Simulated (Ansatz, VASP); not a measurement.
**LaN: VASP beside Ansatz**

Aim: how closely do two programs agree when they are given the same cell, functional and k mesh?

Program: Ansatz 0.2.0. Level of theory: plane waves, with VASP 6.6.1 beside it; band structure at r2SCAN, spin-orbit coupling and single point at r2SCAN, spin-orbit coupling. Results are calculated unless marked as measured.

## (1) Set-up

It takes space group P6_3mc (No. 186, hexagonal). The conventional cell has a = 4.136 Å, b = 4.136 Å, c = 5.923 Å, α = 90.00°, β = 90.00°, γ = 120.00°. La has 4 N at 2.44 to 2.46 Å nearest. Nearest to N lie 4 La at 2.44 to 2.46 Å. Farther neighbours and most contacts between anions are not listed.

Coordinates:

```cif
data_structure
_symmetry_space_group_name_H-M 'P 1'
_symmetry_Int_Tables_number 1
_cell_length_a 4.1362
_cell_length_b 4.1362
_cell_length_c 5.9226
_cell_angle_alpha 90.000
_cell_angle_beta 90.000
_cell_angle_gamma 120.000
_cell_volume 87.75
loop_
_atom_site_label
_atom_site_type_symbol
_atom_site_fract_x
_atom_site_fract_y
_atom_site_fract_z
_atom_site_occupancy
La1 La 0.33333 0.66667 0.99755 1
La2 La 0.66667 0.33333 0.49755 1
N3 N 0.33333 0.66667 0.41245 1
N4 N 0.66667 0.33333 0.91245 1
```

## (2) VASP: band structure, r2SCAN, spin-orbit coupling

The same path points are solved in both programs, so levels can be compared one by one.

Lines of VASP's logs that name or quote its potential files are left out, and so is its time.

Contents of INCAR:

```
SYSTEM = LaN
PREC = Accurate
ENCUT = 520
EDIFF = 1E-06
NELM = 100
ISMEAR = -1
SIGMA = 0.05
LREAL = .FALSE.
ALGO = Normal
METAGGA = R2SCAN
LASPH = .TRUE.
LNONCOLLINEAR = .TRUE.
MAGMOM = 0 0 0 0 0 0 0 0 0 0 0 0
NBANDS = 44
GGA_COMPAT = .FALSE.
LSORBIT = .TRUE.
LMAXMIX = 6
LORBIT = 11
LWAVE = .FALSE.
LCHARG = .FALSE.
KPAR = 4
```

Contents of POSCAR:

```
LaN
1.0
    4.1362225310      0.0000000000      0.0000000000
   -2.0681112655      3.5820737876      0.0000000000
    0.0000000000      0.0000000000      5.9225931000
La N
2 2
Direct
    0.3333333300      0.6666666700      0.9975476600
    0.6666666700      0.3333333300      0.4975476600
    0.3333333300      0.6666666700      0.4124523400
    0.6666666700      0.3333333300      0.9124523400
```

Contents of KPOINTS:

```
Automatic mesh
0
Gamma
6 6 4
0 0 0
```

Contents of KPOINTS_OPT:

```
Line mode
16
Line-mode
Reciprocal
  0.00000000   0.00000000   0.00000000 GAMMA
  0.50000000   0.00000000   0.00000000 M

  0.50000000   0.00000000   0.00000000 M
  0.33333333   0.33333333   0.00000000 K

  0.33333333   0.33333333   0.00000000 K
  0.00000000   0.00000000   0.00000000 GAMMA

  0.00000000   0.00000000   0.00000000 GAMMA
  0.00000000   0.00000000   0.50000000 A

  0.00000000   0.00000000   0.50000000 A
  0.50000000   0.00000000   0.50000000 L

  0.50000000   0.00000000   0.50000000 L
  0.33333333   0.33333333   0.50000000 H

  0.33333333   0.33333333   0.50000000 H
  0.00000000   0.00000000   0.50000000 A

  0.50000000   0.00000000   0.50000000 L
  0.50000000   0.00000000   0.00000000 M

  0.33333333   0.33333333   0.00000000 K
  0.33333333   0.33333333   0.50000000 H
```

Potentials, in the order of the species: La and N (PBE family, release 64).

On the command line:

```console
> mpirun -np 4 vasp_ncl
```

Numbers of over 12 decimals in the logs are rounded to 6 here.

The program printed:

```text
[banner, memory and clock lines left out]
running    4 mpi-ranks, on    1 nodes
 distrk:  each k-point on    1 cores,    4 groups
 distr:  one band on    1 cores,    1 groups

 POSCAR found type information on POSCAR LaN
 POSCAR found :  2 types and       4 ions
|                                                                             |
|               ----> ADVICE to this user running VASP <----                  |
|                                                                             |
|     You enforced a specific xc type in the INCAR file but a different       |
|     [... a line on the potential file left out ...]
|     I HOPE YOU KNOW WHAT YOU ARE DOING!                                     |
|                                                                             |

 LDA part: xc-table for (None), standard interpolation
 POSCAR, INCAR and KPOINTS ok, starting setup
 FFT: planning ... GRIDC
 FFT: planning ... GRID_SOFT
 FFT: planning ... GRID
 WAVECAR not read
 entering main loop
       N       E                     dE             d eps       ncg     rms          rms(c)
DAV:   1     0.395202997892E+03    0.39520E+03   -0.11429E+04  2480   0.212E+03
DAV:   2     0.518554092188E+02   -0.34335E+03   -0.32810E+03  3520   0.412E+02
DAV:   3    -0.699745171851E+02   -0.12183E+03   -0.11638E+03  4160   0.254E+02
DAV:   4    -0.986207723905E+02   -0.28646E+02   -0.27081E+02  4636   0.129E+02
DAV:   5    -0.101278257249E+03   -0.26575E+01   -0.26336E+01  4800   0.521E+01    0.140E+01
DAV:   6    -0.837037291036E+02    0.17575E+02   -0.36589E+01  4280   0.444E+01    0.539E+00
DAV:   7    -0.845069153146E+02   -0.80319E+00   -0.44239E+00  4384   0.255E+01    0.386E+00
DAV:   8    -0.845604254075E+02   -0.53510E-01   -0.10369E+00  4512   0.981E+00    0.139E+00
DAV:   9    -0.845345359626E+02    0.25889E-01   -0.31789E-01  4544   0.420E+00    0.467E-01
DAV:  10    -0.845359065352E+02   -0.13706E-02   -0.24518E-02  4496   0.198E+00    0.239E-01
DAV:  11    -0.845373495624E+02   -0.14430E-02   -0.60510E-03  4616   0.651E-01    0.197E-01
DAV:  12    -0.845366691833E+02    0.68038E-03   -0.65988E-03  4592   0.594E-01    0.397E-02
DAV:  13    -0.845367241733E+02   -0.54990E-04   -0.56678E-04  4392   0.286E-01    0.209E-02
DAV:  14    -0.845367389426E+02   -0.14769E-04   -0.96107E-05  4872   0.101E-01    0.137E-02
DAV:  15    -0.845367366931E+02    0.22496E-05   -0.18886E-05  4560   0.435E-02    0.425E-03
DAV:  16    -0.845367367127E+02   -0.19599E-07   -0.87365E-06  3848   0.253E-02
   1 F= -.84536737E+02 E0= -.84536737E+02  d E =-.160544E-07  mag=    -0.0000    -0.0000    -0.0000
 Start KPOINTS_OPT (optional k-point list driver)
k-point batch [1-28\144]
       N       E                     dE             ncg
DAV:   1     0.813437237249E+04   -0.90450E+04     2464
DAV:   2    -0.154342046397E+04   -0.96778E+04     3552
DAV:   3    -0.434004968024E+04   -0.27966E+04     3792
DAV:   4    -0.494582323749E+04   -0.60577E+03     4652
DAV:   5    -0.502744807738E+04   -0.81625E+02     4824
DAV:   6    -0.503663379634E+04   -0.91857E+01     4904
DAV:   7    -0.503811130039E+04   -0.14775E+01     4920
DAV:   8    -0.503841459562E+04   -0.30330E+00     4904
DAV:   9    -0.503849485973E+04   -0.80264E-01     4920
DAV:  10    -0.503851697972E+04   -0.22120E-01     4904
DAV:  11    -0.503852335709E+04   -0.63774E-02     4920
DAV:  12    -0.505961821643E+04   -0.21095E+02     4720
DAV:  13    -0.503693600266E+04    0.22682E+02     3144
DAV:  14    -0.503848182128E+04   -0.15458E+01     2920
DAV:  15    -0.503851963856E+04   -0.37817E-01     2912
DAV:  16    -0.503852533777E+04   -0.56992E-02     2928
DAV:  17    -0.503852568430E+04   -0.34654E-03     2784
DAV:  18    -0.503852575969E+04   -0.75391E-04     2232
DAV:  19    -0.503852576755E+04   -0.78593E-05     2024
DAV:  20    -0.503852576862E+04   -0.10651E-05     1976
DAV:  21    -0.503852576892E+04   -0.30906E-06     1928
[...]
k-point batch [141-144\144]
       N       E                     dE             ncg
DAV:   1     0.246336023026E+05   -0.30792E+04      352
DAV:   2     0.233414454236E+05   -0.12922E+04      480
DAV:   3     0.228824133613E+05   -0.45903E+03      592
DAV:   4     0.227965033496E+05   -0.85910E+02      640
DAV:   5     0.227882955171E+05   -0.82078E+01      680
DAV:   6     0.227872057796E+05   -0.10897E+01      704
DAV:   7     0.227870203028E+05   -0.18548E+00      696
DAV:   8     0.227869746467E+05   -0.45656E-01      704
DAV:   9     0.227869622973E+05   -0.12349E-01      696
DAV:  10     0.227869588747E+05   -0.34226E-02      704
DAV:  11     0.227869578937E+05   -0.98105E-03      696
DAV:  12     0.227869576318E+05   -0.26187E-03      608
DAV:  13     0.227869575601E+05   -0.71712E-04      432
DAV:  14     0.227869575409E+05   -0.19182E-04      416
DAV:  15     0.227869575358E+05   -0.50660E-05      416
DAV:  16     0.227869575344E+05   -0.13986E-05      416
DAV:  17     0.227869575341E+05   -0.33864E-06      392
```

OUTCAR, selected parts (step 2):

```text
ion  position               nearest neighbor table
   1  0.333  0.667  0.998-   4 2.44   4 2.44   4 2.44   3 2.46
   2  0.667  0.333  0.498-   3 2.44   3 2.44   3 2.44   4 2.46
   3  0.333  0.667  0.412-   2 2.44   2 2.44   2 2.44   1 2.46
   4  0.667  0.333  0.912-   1 2.44   1 2.44   1 2.44   2 2.46

  LATTYP: Found a hexagonal cell.
 ALAT       =     4.1362225310
 C/A-ratio  =     1.4318845409

 Subroutine GETGRP returns: Found 12 space group operations
 (whereof  6 operations were pure point group operations)

The static configuration has the point symmetry C_3v.
 The point group associated with its full space group is C_6v.

 Found     28 irreducible k-points:

   k-points           NKPTS =     28   k-points in BZ     NKDIM =     28   number of bands    NBANDS=     44

   dimension x,y,z NGX =    32 NGY =   32 NGZ =   48
   dimension x,y,z NGXF=    64 NGYF=   64 NGZF=   96

   ENCUT  =  520.0 eV  38.22 Ry    6.18 a.u.   7.69  7.69 11.01*2*pi/ulx,y,z

   NELECT =      32.0000    total number of electrons

 k-points in reciprocal lattice and weights: Automatic mesh
   0.00000000  0.00000000  0.00000000       0.007
   0.16666667  0.00000000  0.00000000       0.042
   0.33333333  0.00000000  0.00000000       0.042
   0.50000000  0.00000000  0.00000000       0.021
   0.16666667  0.16666667  0.00000000       0.042
   0.33333333  0.16666667  0.00000000       0.083
   0.33333333  0.33333333  0.00000000       0.014
   0.00000000  0.00000000  0.25000000       0.007
   0.00000000  0.00000000 -0.25000000       0.007
[...]
0.33333333  0.16666667  0.50000000       0.083
   0.33333333  0.33333333  0.50000000       0.014

 average (electrostatic) potential at core
       1-101.7002       2-101.7002       3 -63.2050       4 -63.2050

 E-fermi :   7.0496

 k-point     1 :       0.0000    0.0000    0.0000
  band No.  band energies     occupation
    ...
     28       4.5487      1.00000
     29       4.7226      1.00000
     30       4.7226      1.00000
     31       5.8042      1.00000
     32       5.8042      1.00000
     33       7.7562      0.00000
     34       7.7562      0.00000
     35       9.4697      0.00000
     36       9.4697      0.00000
     37       9.4735      0.00000
    ...

 k-point     2 :       0.1667    0.0000    0.0000
  band No.  band energies     occupation
    ...
     28       4.8258      1.00000
     29       4.8418      1.00000
     30       4.8435      1.00000
     31       5.6601      1.00000
     32       5.7381      1.00000
     33       8.3410      0.00000
     34       8.3439      0.00000
     35       8.9247      0.00000
     36       8.9513      0.00000
     37       9.2865      0.00000
    ...

 k-point     3 :       0.3333    0.0000    0.0000
  band No.  band energies     occupation
    ...
     28       5.2029      1.00000
     29       5.4114      1.00000
     30       5.5159      1.00000
     31       5.6295      1.00000
     32       5.6577      1.00000
     33       8.1749      0.00000
     34       8.1780      0.00000
     35       9.2746      0.00000
     36       9.2822      0.00000
     37       9.3107      0.00000
    ...

  Total       -0.0752383     -0.0752383     -0.1253007      0.0000000      0.0000000      0.0000000
  in kB       -1.3737227     -1.3737227     -2.2877769      0.0000000      0.0000000      0.0000000
  external PRESSURE =      -1.6784074 kB  Pullay stress =       0.0000000 kB

  energy-cutoff  :      520.00
  volume of cell :       87.75
      direct lattice vectors                 reciprocal lattice vectors
     4.136222531  0.000000000  0.000000000     0.241766489  0.139583948  0.000000000
    -2.068111265  3.582073788  0.000000000     0.000000000  0.279167895  0.000000000
     0.000000000  0.000000000  5.922593100     0.000000000  0.000000000  0.168844961

 POSITION                                       TOTAL-FORCE (eV/Angst)
 -----------------------------------------------------------------------------------
     -0.00000      2.38805      5.90807         0.000000      0.000000     -0.017643
      2.06811      1.19402      2.94677        -0.000000     -0.000000     -0.017643
     -0.00000      2.38805      2.44279        -0.000000     -0.000000      0.017643
      2.06811      1.19402      5.40408         0.000000      0.000000      0.017643
 -----------------------------------------------------------------------------------
    total drift:                               -0.000031      0.000018      0.004398

  FREE ENERGIE OF THE ION-ELECTRON SYSTEM (eV)
  ---------------------------------------------------
  free  energy   TOTEN  =       -84.5367367127 eV

  energy  without entropy=      -84.5367366966  energy(sigma->0) =      -84.53673670

 Spin-Orbit-Coupling matrix elements
 Ion:    1  E_soc:     -0.5556210
 Ion:    2  E_soc:     -0.5556210
 Ion:    3  E_soc:     -0.0002138
 Ion:    4  E_soc:     -0.0002138

 total charge
# of ion       s       p       d       f       tot
--------------------------------------------------
    1        2.005   5.684   0.764   0.180   8.632
    2        2.005   5.684   0.764   0.180   8.632
    3        1.274   2.390   0.000   0.000   3.664
    4        1.274   2.390   0.000   0.000   3.664
--------------------------------------------------
tot          6.558  16.147   1.528   0.360  24.593

 magnetization (x)
# of ion       s       p       d       f       tot
--------------------------------------------------
    1       -0.000  -0.000  -0.000  -0.000  -0.000
    2        0.000  -0.000   0.000   0.000   0.000
    3        0.000   0.000   0.000   0.000   0.000
    4       -0.000  -0.000   0.000   0.000  -0.000
--------------------------------------------------
tot         -0.000  -0.000   0.000   0.000  -0.000

 magnetization (y)
# of ion       s       p       d       f       tot
--------------------------------------------------
    1        0.000   0.000   0.000   0.000   0.000
    2        0.000   0.000   0.000   0.000   0.000
    3        0.000   0.000   0.000   0.000   0.000
    4       -0.000  -0.000   0.000   0.000  -0.000
--------------------------------------------------
tot          0.000  -0.000   0.000   0.000  -0.000

 magnetization (z)
# of ion       s       p       d       f       tot
--------------------------------------------------
    1        0.000  -0.000   0.000  -0.000  -0.000
    2        0.000   0.000   0.000  -0.000   0.000
    3        0.000  -0.000   0.000   0.000  -0.000
    4        0.000   0.000   0.000   0.000   0.000
--------------------------------------------------
tot          0.000  -0.000   0.000  -0.000   0.000

[... 3 further parts left out ...]
```

The run ends at a pressure of -0.17 GPa, with forces up to 0.018 eV/Å.

[end of part 1 of 2]

[Lines on the potential files, build, host, timing and source positions are cut from VASP's logs without a mark.]

[Logs are printed without paths, hosts, clocks, repeated set-up lines and the standing remarks that a program may print on its own settings, such as how far it seeks lower states.]

[Hosts, paths, dates, database ids (printed as entryN), source tags and the programs' standing remarks are cut or masked in the printed files.]
